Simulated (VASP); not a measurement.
```
CELL_PARAMETERS angstrom
      1.64802    -2.85445     0.00000
      1.64802     2.85445     0.00000
      0.00000     0.00000     3.68880
ATOMIC_POSITIONS crystal
  Zr 0.00000 0.00000 0.00000
  B  0.33333 0.66667 0.50000
  B  0.66667 0.33333 0.50000
```

Calculation: PBE GGA, VASP's PBE PAW potentials (set 64) (plane waves; VASP). Numerical set-up: 600 eV cut-off, 10×10×8 Γ-centred mesh, first-order Methfessel-Paxton smearing of 0.10 eV, potentials Zr_sv B.

Problem. Give the stress tensor in GPa (positive for a compressed cell).

Solution. 
```
-23.05    0.00    0.00
  0.00  -23.05    0.00
  0.00    0.00  -20.54
```
The pressure is its mean diagonal, -22.21 GPa.

The compound is ZrB2 in the AlB2 type structure. This cell was strained or had an atom moved on purpose.
